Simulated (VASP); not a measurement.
# A VASP study of SrSnSeS (PBEsol): structure first, properties next, part 4 of 6

Aim: relax SrSnSeS, then compute properties on the relaxed cell. The cell is invented: it takes the structure of a Materials Project entry for SrEuSeS (space group 160 there), with some of its atoms replaced by other elements, volume scaled by an estimate. It may not be a known or stable phase.

VASP 6.6.1, plane waves and PAW; the level of theory is named at each step.

So far, gap on the k-mesh (eV): step 2 (rough relaxation of the start cell) 1.22; step 3 (full relaxation (PBEsol)) 1.22; step 4 (single point with fields (PBEsol)) 1.22; step 6 (density of states (PBEsol)) 1.06. The relaxed cell has a = 4.236, c = 20.862 Å (conventional setting).

### 7. Vibrations at Γ (PBEsol)

Level of this step: PBEsol; plane waves and PAW (Sn_d, Sr_sv, Se, S); invented cell (VASP).

Zone-centre modes test whether the atoms sit at a minimum within this cell. IBRION = 8 takes the force constants from linear response, which needs tightly converged orbitals.

Contents of INCAR:

```
SYSTEM = SrSnSeS
PREC = Accurate
ENCUT = 400
EDIFF = 1E-08
NELM = 100
ISMEAR = -1
SIGMA = 0.05
LREAL = .FALSE.
ALGO = Normal
GGA = PS
NBANDS = 24
LORBIT = 11
LWAVE = .FALSE.
LCHARG = .FALSE.
KPAR = 2
IBRION = 8
LEPSILON = .TRUE.
ISIF = 2
```

Contents of POSCAR:

```
SrSnSeS
1.0
    2.1182140286      1.2229519042      6.9539570828
   -2.1182140286      1.2229519042      6.9539570828
    0.0000000000     -2.4459028541      6.9539570867
Sn Sr Se S
1 1 1 1
Direct
    0.0022503877      0.0022503877      0.0022503877
    0.4956583286      0.4956583286      0.4956583286
    0.2525762012      0.2525762012      0.2525762012
    0.7495160826      0.7495160826      0.7495160826
```

Contents of KPOINTS:

```
Automatic mesh
0
Gamma
5 5 5
0 0 0
```

The projector-augmented-wave data sets are Sn_d, Sr_sv, Se and S (PBE family, release 64).

Command:

```bash
mpirun -np 2 vasp_std
```

What it wrote:

```text
[... set-up lines as in an earlier step ...]
 entering main loop
       N       E                     dE             d eps       ncg     rms          rms(c)
[... 1 cycle as in an earlier step ...]
DAV:   2     0.114227007644E+02   -0.25311E+03   -0.24605E+03   952   0.367E+02
[... 2 cycles as in an earlier step ...]
DAV:   5    -0.200826192842E+02   -0.54655E-01   -0.54635E-01  1376   0.333E+00    0.206E+01
DAV:   6    -0.192522825613E+02    0.83034E+00   -0.16739E+00  1088   0.788E+00    0.116E+01
[... 1 cycle as in an earlier step ...]
DAV:   8    -0.192421449580E+02    0.17628E-01   -0.15023E-01  1176   0.240E+00    0.655E-01
DAV:   9    -0.192426958678E+02   -0.55091E-03   -0.13218E-02  1232   0.681E-01    0.194E-01
[... 1 cycle as in an earlier step ...]
DAV:  11    -0.192429267756E+02   -0.78201E-04   -0.30698E-04  1296   0.902E-02    0.442E-02
DAV:  12    -0.192429276532E+02   -0.87754E-06   -0.41294E-05  1160   0.366E-02    0.212E-02
DAV:  13    -0.192429310730E+02   -0.34198E-05   -0.10747E-05  1168   0.148E-02    0.360E-03
DAV:  14    -0.192429311340E+02   -0.60983E-07   -0.16734E-06  1424   0.738E-03    0.218E-03
DAV:  15    -0.192429310865E+02    0.47464E-07   -0.21945E-07  1000   0.270E-03    0.169E-03
DAV:  16    -0.192429310419E+02    0.44673E-07   -0.95094E-08  1112   0.156E-03    0.372E-04
DAV:  17    -0.192429310241E+02    0.17778E-07   -0.63340E-09   704   0.487E-04    0.315E-04
DAV:  18    -0.192429310229E+02    0.11642E-08   -0.14267E-09   640   0.316E-04
   1 F= -.19242931E+02 E0= -.19242931E+02  d E =-.224965E-06
 Linear response reoptimize wavefunctions to high precision
DAV:   1    -0.192429310235E+02   -0.61800E-09   -0.83663E-10   704   0.170E-04
DAV:   2    -0.192429310235E+02    0.20009E-10   -0.21700E-10   600   0.106E-04
 Linear response G [H, r] |phi>, progress :
  Direction:   1
       N       E                     dE             d eps       ncg     rms
RMM:   1    -0.946971275856E+02   -0.94697E+02    0.11753E+03  1183   0.242E+02
RMM:   2    -0.119837383028E+03   -0.25140E+02   -0.93282E+01  1771   0.406E+01
RMM:   3    -0.121219017196E+03   -0.13816E+01   -0.90727E+00  1989   0.123E+01
RMM:   4    -0.121439772546E+03   -0.22076E+00   -0.20648E+00  2121   0.456E+00
RMM:   5    -0.121509814265E+03   -0.70042E-01   -0.73948E-01  2186   0.222E+00
RMM:   6    -0.121530559790E+03   -0.20746E-01   -0.27027E-01  2296   0.122E+00
RMM:   7    -0.121539417468E+03   -0.88577E-02   -0.18254E-01  2434   0.735E-01
RMM:   8    -0.121541150052E+03   -0.17326E-02   -0.41781E-02  2457   0.456E-01
RMM:   9    -0.121542574822E+03   -0.14248E-02   -0.21558E-02  2487   0.293E-01
RMM:  10    -0.121543571041E+03   -0.99622E-03   -0.14651E-02  2467   0.187E-01
RMM:  11    -0.121543983719E+03   -0.41268E-03   -0.13216E-02  2447   0.116E-01
RMM:  12    -0.121544141439E+03   -0.15772E-03   -0.37212E-03  2402   0.752E-02
RMM:  13    -0.121544193915E+03   -0.52476E-04   -0.19467E-03  2351   0.488E-02
RMM:  14    -0.121544222038E+03   -0.28123E-04   -0.11333E-04  2297   0.334E-02
RMM:  15    -0.121544222089E+03   -0.51002E-07   -0.96697E-04  2197   0.232E-02
RMM:  16    -0.121544225422E+03   -0.33322E-05   -0.38180E-04  2152   0.173E-02
RMM:  17    -0.121544229973E+03   -0.45511E-05   -0.61904E-04  2102   0.133E-02
RMM:  18    -0.121544234857E+03   -0.48841E-05   -0.16303E-04  2058   0.108E-02
RMM:  19    -0.121544229381E+03    0.54759E-05   -0.31130E-05  2035   0.930E-03
RMM:  20    -0.121544229156E+03    0.22511E-06   -0.38455E-05  2048   0.824E-03
RMM:  21    -0.121544230371E+03   -0.12150E-05   -0.11954E-05  2020   0.756E-03
RMM:  22    -0.121544230965E+03   -0.59420E-06   -0.25164E-05  2013   0.708E-03
RMM:  23    -0.121544231529E+03   -0.56384E-06   -0.54449E-06  1998   0.678E-03
RMM:  24    -0.121544231522E+03    0.64371E-08    0.11758E-05  1984   0.653E-03
RMM:  25    -0.121544230036E+03    0.14861E-05   -0.24758E-05  1963   0.638E-03
RMM:  26    -0.121544231854E+03   -0.18175E-05   -0.21452E-05  1964   0.626E-03
 Linear response G [H, r] |phi>, progress :
  Direction:   2
       N       E                     dE             d eps       ncg     rms
RMM:   1    -0.946254971480E+02   -0.94625E+02    0.11704E+03  1200   0.241E+02
RMM:   2    -0.119609321568E+03   -0.24984E+02   -0.86408E+01  1785   0.407E+01
RMM:   3    -0.121065719830E+03   -0.14564E+01   -0.85749E+00  2014   0.122E+01
RMM:   4    -0.121272556263E+03   -0.20684E+00   -0.20115E+00  2146   0.446E+00
RMM:   5    -0.121341373010E+03   -0.68817E-01   -0.76685E-01  2197   0.230E+00
RMM:   6    -0.121363689392E+03   -0.22316E-01   -0.28495E-01  2320   0.131E+00
RMM:   7    -0.121373937790E+03   -0.10248E-01   -0.10895E-01  2441   0.791E-01
RMM:   8    -0.121376939903E+03   -0.30021E-02   -0.40956E-02  2500   0.506E-01
RMM:   9    -0.121378888172E+03   -0.19483E-02   -0.25762E-02  2499   0.328E-01
RMM:  10    -0.121379984208E+03   -0.10960E-02   -0.47646E-03  2509   0.213E-01
RMM:  11    -0.121380482285E+03   -0.49808E-03   -0.28260E-03  2467   0.138E-01
RMM:  12    -0.121380697092E+03   -0.21481E-03    0.80642E-04  2427   0.919E-02
RMM:  13    -0.121380770560E+03   -0.73468E-04   -0.51344E-04  2371   0.608E-02
RMM:  14    -0.121380834059E+03   -0.63499E-04    0.14075E-03  2303   0.415E-02
RMM:  15    -0.121380833888E+03    0.17054E-06    0.18276E-04  2240   0.294E-02
RMM:  16    -0.121380870082E+03   -0.36194E-04    0.81210E-04  2144   0.215E-02
RMM:  17    -0.121380858543E+03    0.11539E-04   -0.46830E-05  2120   0.164E-02
RMM:  18    -0.121380881631E+03   -0.23088E-04   -0.32607E-04  2090   0.130E-02
RMM:  19    -0.121380860271E+03    0.21360E-04    0.17067E-05  2059   0.109E-02
RMM:  20    -0.121380875131E+03   -0.14860E-04   -0.18940E-04  2028   0.929E-03
RMM:  21    -0.121380869263E+03    0.58677E-05   -0.17474E-04  2026   0.822E-03
RMM:  22    -0.121380873921E+03   -0.46579E-05   -0.24058E-04  2015   0.748E-03
RMM:  23    -0.121380867421E+03    0.64996E-05   -0.13129E-04  2019   0.695E-03
RMM:  24    -0.121380874045E+03   -0.66238E-05   -0.22870E-04  2001   0.658E-03
RMM:  25    -0.121380868543E+03    0.55015E-05   -0.11978E-04  1992   0.632E-03
RMM:  26    -0.121380873838E+03   -0.52948E-05   -0.18626E-04  1980   0.613E-03
RMM:  27    -0.121380869756E+03    0.40823E-05   -0.98734E-05  1969   0.599E-03
 Linear response G [H, r] |phi>, progress :
  Direction:   3
       N       E                     dE             d eps       ncg     rms
 LRF_COMMUTATOR internal error: the vector H(1)-e(1) S(1) |phi(0)> is not orthog
 onal to |phi(0)> (-1.090978673750631E-004,1.360630358382409E-014)
RMM:   1    -0.961453935495E+02   -0.96145E+02    0.11689E+03  1224   0.239E+02
 LRF_COMMUTATOR internal error: the vector H(1)-e(1) S(1) |phi(0)> is not orthog
[...]
RMM:  20    -0.325776153821E+00    0.32897E-06    0.70058E-08  2098   0.561E-05    0.614E-05
RMM:  21    -0.325776073867E+00    0.79954E-07    0.79687E-08  2252   0.427E-05    0.483E-05
RMM:  22    -0.325775956289E+00    0.11758E-06    0.49285E-08  2175   0.388E-05    0.264E-05
RMM:  23    -0.325775892296E+00    0.63993E-07    0.47957E-08  2215   0.346E-05    0.138E-05
RMM:  24    -0.325775844912E+00    0.47384E-07    0.29273E-08  2167   0.324E-05    0.306E-06
RMM:  25    -0.325775810483E+00    0.34428E-07    0.24721E-08  2152   0.303E-05    0.266E-06
RMM:  26    -0.325775818240E+00   -0.77570E-08    0.18325E-08  1814   0.288E-05    0.105E-06
 first order change of Fermi-energy   0.50474E-01
 force on displaced ion       2 direction 3 :   0.000  -0.000  -5.376
 Born effective charge ion    2 direction 3 :   0.000   0.000   3.153
 Linear response progress:
  Degree of freedom:   5/  8
       N       E                     dE             d eps       ncg     rms          rms(c)
RMM:   1    -0.896698753486E-01   -0.89670E-01    0.26180E-02  6620   0.106E+00
RMM:   2    -0.847812505104E-01    0.48886E-02   -0.47178E-03  5225   0.286E-01    0.154E-01
RMM:   3    -0.851494240744E-01   -0.36817E-03   -0.57593E-04  6553   0.926E-02    0.916E-02
RMM:   4    -0.856458212925E-01   -0.49640E-03   -0.15163E-04  6400   0.516E-02    0.102E-02
RMM:   5    -0.856146741759E-01    0.31147E-04   -0.32442E-05  6974   0.183E-02    0.714E-03
RMM:   6    -0.856069599226E-01    0.77143E-05   -0.11970E-06  7155   0.904E-03    0.265E-03
RMM:   7    -0.856200990340E-01   -0.13139E-04   -0.27203E-06  7302   0.481E-03    0.151E-03
RMM:   8    -0.856193982260E-01    0.70081E-06   -0.18068E-06  7537   0.281E-03    0.265E-04
RMM:   9    -0.856208734724E-01   -0.14752E-05    0.65840E-07  7705   0.164E-03    0.210E-04
RMM:  10    -0.856205621406E-01    0.31133E-06   -0.15911E-07  8103   0.998E-04    0.128E-04
RMM:  11    -0.856208514860E-01   -0.28935E-06    0.23552E-07  8025   0.622E-04    0.624E-05
RMM:  12    -0.856202751998E-01    0.57629E-06    0.80515E-08  7621   0.406E-04    0.650E-05
RMM:  13    -0.856203309780E-01   -0.55778E-07   -0.21682E-08  8141   0.257E-04    0.264E-05
RMM:  14    -0.856203047931E-01    0.26185E-07    0.30579E-08  8305   0.167E-04    0.160E-05
RMM:  15    -0.856202871349E-01    0.17658E-07   -0.14279E-08  7972   0.113E-04    0.328E-05
RMM:  16    -0.856202834737E-01    0.36612E-08    0.63801E-08  8101   0.794E-05    0.140E-05
 first order change of Fermi-energy   0.66205E-04
 force on displaced ion       3 direction 1 :  -3.204  -0.002   0.001
 Born effective charge ion    3 direction 1 :  -3.126   0.001  -0.001
 Linear response progress:
  Degree of freedom:   6/  8
       N       E                     dE             d eps       ncg     rms          rms(c)
RMM:   1    -0.103792181172E+00   -0.10379E+00    0.26491E-02  1961   0.110E+00
RMM:   2    -0.987380185396E-01    0.50542E-02   -0.42405E-03  1703   0.276E-01    0.273E-01
RMM:   3    -0.988151116193E-01   -0.77093E-04   -0.78289E-04  1869   0.110E-01    0.121E-01
RMM:   4    -0.990106379094E-01   -0.19553E-03   -0.20202E-04  2022   0.496E-02    0.255E-02
RMM:   5    -0.990317655908E-01   -0.21128E-04   -0.40593E-05  2016   0.213E-02    0.131E-02
RMM:   6    -0.990456414837E-01   -0.13876E-04   -0.10355E-05  2086   0.110E-02    0.337E-03
RMM:   7    -0.990459352955E-01   -0.29381E-06   -0.39184E-06  2151   0.519E-03    0.150E-03
RMM:   8    -0.990458699706E-01    0.65325E-07   -0.12687E-06  2179   0.294E-03    0.752E-04
RMM:   9    -0.990459804849E-01   -0.11051E-06   -0.47330E-07  2215   0.167E-03    0.274E-04
RMM:  10    -0.990461997534E-01   -0.21927E-06   -0.56384E-07  2195   0.105E-03    0.134E-04
RMM:  11    -0.990461218288E-01    0.77925E-07   -0.71181E-09  2291   0.625E-04    0.937E-05
RMM:  12    -0.990461109741E-01    0.10855E-07   -0.61080E-07  2250   0.403E-04    0.386E-05
RMM:  13    -0.990461008659E-01    0.10108E-07   -0.37802E-07  2384   0.247E-04    0.421E-05
RMM:  14    -0.990460970966E-01    0.37693E-08    0.13483E-07  2340   0.162E-04    0.138E-05
RMM:  15    -0.990460917766E-01    0.53200E-08   -0.66238E-08  2464   0.107E-04    0.119E-05
 first order change of Fermi-energy  -0.69917E-01
 force on displaced ion       3 direction 3 :   0.000  -0.000  -4.724
 Born effective charge ion    3 direction 3 :   0.000  -0.000  -2.617
 Linear response progress:
  Degree of freedom:   7/  8
       N       E                     dE             d eps       ncg     rms          rms(c)
RMM:   1    -0.122398556875E+00   -0.12240E+00   -0.94000E-02  6765   0.143E+00
RMM:   2    -0.108275182943E+00    0.14123E-01   -0.97245E-03  5384   0.439E-01    0.210E-01
RMM:   3    -0.108821275964E+00   -0.54609E-03   -0.59434E-04  6192   0.119E-01    0.116E-01
RMM:   4    -0.109339254080E+00   -0.51798E-03   -0.22859E-04  6407   0.599E-02    0.213E-02
RMM:   5    -0.109312497490E+00    0.26757E-04   -0.43756E-05  7005   0.230E-02    0.109E-02
RMM:   6    -0.109292464203E+00    0.20033E-04   -0.27721E-05  7222   0.110E-02    0.436E-03
RMM:   7    -0.109311131254E+00   -0.18667E-04   -0.38741E-06  7113   0.591E-03    0.207E-03
RMM:   8    -0.109310482069E+00    0.64918E-06   -0.14257E-06  7357   0.345E-03    0.434E-04
RMM:   9    -0.109311552694E+00   -0.10706E-05   -0.48138E-06  7496   0.201E-03    0.321E-04
RMM:  10    -0.109311203272E+00    0.34942E-06    0.24057E-06  7879   0.120E-03    0.186E-04
RMM:  11    -0.109311450431E+00   -0.24716E-06   -0.25377E-06  7810   0.750E-04    0.781E-05
RMM:  12    -0.109311028126E+00    0.42231E-06    0.83688E-07  7619   0.472E-04    0.106E-04
RMM:  13    -0.109311056199E+00   -0.28074E-07   -0.89922E-07  8262   0.303E-04    0.831E-05
RMM:  14    -0.109311018235E+00    0.37964E-07    0.35873E-07  7986   0.203E-04    0.179E-05
RMM:  15    -0.109311007139E+00    0.11096E-07   -0.38940E-07  8221   0.140E-04    0.342E-05
RMM:  16    -0.109311019601E+00   -0.12462E-07    0.11554E-07  7879   0.104E-04    0.138E-05
RMM:  17    -0.109311024584E+00   -0.49833E-08   -0.87448E-08  8126   0.795E-05    0.117E-05
 first order change of Fermi-energy  -0.37664E-05
 force on displaced ion       4 direction 1 :  -3.129   0.002  -0.001
 Born effective charge ion    4 direction 1 :  -3.354  -0.001   0.001
 Linear response progress:
  Degree of freedom:   8/  8
       N       E                     dE             d eps       ncg     rms          rms(c)
RMM:   1    -0.134316599824E+00   -0.13432E+00   -0.81815E-02  1973   0.144E+00
RMM:   2    -0.121633762283E+00    0.12683E-01   -0.91003E-03  1697   0.423E-01    0.291E-01
RMM:   3    -0.121914630901E+00   -0.28087E-03   -0.78024E-04  1770   0.127E-01    0.133E-01
RMM:   4    -0.122155788414E+00   -0.24116E-03   -0.30191E-04  1990   0.563E-02    0.352E-02
RMM:   5    -0.122124561609E+00    0.31227E-04   -0.46368E-05  1978   0.234E-02    0.186E-02
RMM:   6    -0.122144572676E+00   -0.20011E-04   -0.11770E-05  2107   0.117E-02    0.539E-03
RMM:   7    -0.122151015339E+00   -0.64427E-05   -0.60538E-06  2078   0.558E-03    0.243E-03
RMM:   8    -0.122151642984E+00   -0.62764E-06   -0.59195E-06  2244   0.300E-03    0.108E-03
RMM:   9    -0.122152836178E+00   -0.11932E-05    0.12766E-05  2150   0.172E-03    0.609E-04
RMM:  10    -0.122152437251E+00    0.39893E-06   -0.27861E-06  2200   0.103E-03    0.161E-04
RMM:  11    -0.122152351810E+00    0.85441E-07    0.22844E-06  2365   0.585E-04    0.191E-04
RMM:  12    -0.122152232984E+00    0.11883E-06   -0.14302E-06  2226   0.393E-04    0.151E-04
RMM:  13    -0.122152256067E+00   -0.23083E-07   -0.21970E-07  2082   0.261E-04    0.677E-05
RMM:  14    -0.122152241876E+00    0.14191E-07    0.23442E-07  2381   0.163E-04    0.556E-05
RMM:  15    -0.122152235372E+00    0.65032E-08   -0.23607E-07  2381   0.104E-04    0.326E-05
RMM:  16    -0.122152247079E+00   -0.11706E-07   -0.46094E-09  2199   0.789E-05    0.189E-05
RMM:  17    -0.122152248566E+00   -0.14875E-08   -0.72687E-08  2371   0.543E-05    0.878E-06
 first order change of Fermi-energy   0.10484E+00
 force on displaced ion       4 direction 3 :   0.000  -0.000  -4.146
 Born effective charge ion    4 direction 3 :   0.000  -0.000  -2.907
 Born effective charges drift removed
 Linear response finished
```

Elapsed: 21 min, on 2 MPI ranks of Intel Xeon 6975P-C (Granite Rapids), shared host; peak memory 1.5 GiB; 41 min of CPU time.

(Continued in part 5 of 6.)

[Lines on the potential files, build, host, timing and source positions are cut from VASP's logs without a mark.]

[Logs are printed without paths, hosts, clocks, repeated set-up lines and the standing remarks that a program may print on its own settings, such as how far it seeks lower states.]

[Hosts, paths, dates, database ids (printed as entryN), source tags and the programs' standing remarks are cut or masked in the printed files.]

[A measured line is paired with the nearest computed mode of its activity, which favours agreement.]
